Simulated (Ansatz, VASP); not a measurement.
Given: the input of a run of VASP 6.6.1 on Tc3Sn. Atoms were shifted at random by some hundredths of an Å from the given cell, which wasn't relaxed again for these runs. The cell comes from a database or a generator and needn't be the stable form of this composition.

INCAR

```
  PREC = Accurate
  ENCUT = 520
  EDIFF = 1E-7
  ISMEAR = -1
  SIGMA = 0.05
  LREAL = F
  LASPH = T
  NELM = 100
  ALGO = Normal
  ISIF = 2
  LWAVE = F
  LCHARG = F
  GGA = PE
  NBANDS = 34
```

KPOINTS

```
Automatic mesh
0
Gamma
  10 10 3
```

POSCAR

```
Tc3Sn
1.0
    2.9415865702      0.0000000000      0.0000000000
   -1.4707932851      2.5474886972      0.0000000000
    0.0000000000      0.0000000000      8.6334470000
Sn Tc
1 3
Direct
    0.0185000000     -0.0027450000      0.0000540000
    0.3288780000      0.6600140000      0.7408350000
    0.3404530000      0.6543710000      0.2559790000
   -0.0086700000     -0.0149410000      0.4981150000
```

Potentials or basis: VASP PAW PBE potentials, release 64 (Sn_d, Tc_pv).

The run is started by

```sh
$ cat potpaw_PBE.64/Sn_d/POTCAR potpaw_PBE.64/Tc_pv/POTCAR > POTCAR
$ mpirun -np 1 vasp_std > vasp.out
```

Q: Translate it to Ansatz 0.2.0. Potentials or basis there: Ansatz PAW (files of its older set among them), cutoff 500 eV.

A: As run (cutoffs and basis follow the program's own potentials, and thresholds, step limits or extra output files can differ):

File input.yaml:

```yaml
crystal:
  lattice:
    - [2.9415865702, 0.0, 0.0]
    - [-1.4707932851, 2.5474886972, 0.0]
    - [0.0, 0.0, 8.633447]
  atoms:
    - { symbol: Sn, position: [0.0185, -0.002745, 5.4e-05] }
    - { symbol: Tc, position: [0.328878, 0.660014, 0.740835] }
    - { symbol: Tc, position: [0.340453, 0.654371, 0.255979] }
    - { symbol: Tc, position: [-0.00867, -0.014941, 0.498115] }
hamiltonian:
  xc: pbe
  pseudopotentials: { kind: paw }
kpoints:
  mp_grid: { grid: [10, 10, 3] }
scf:
  occupations: { method: fermi_dirac, width: 0.05 }
output:
  forces: true
  stress: true
  eigenvalues: true
  write_density: true
  write_potential: true
  elf: true
  volumetric_format: npy
```

Potentials or basis: Ansatz PAW earlier set.

Run with:

```console
$ ansatz run input.yaml --threads 2 --pin off --max-ram 5120MiB --backend cpu --events-out ev --progress --plain --runs-dir out
```

Both were run:

|  | VASP | Ansatz |
| --- | --- | --- |
| Pressure | -2.7 GPa | -2.4 GPa |
| Largest force | 0.740 eV/Å | 0.701 eV/Å |

Ansatz's pressure holds a Pulay term of +0.01 GPa for its cutoff of 500 eV, which the other run lacks.

The potentials hold 53 and 59 valence electrons a cell.

Where Ansatz's input types no cutoff or centring, it takes its own default and a Γ-centred mesh.

Pressure is positive in compression.
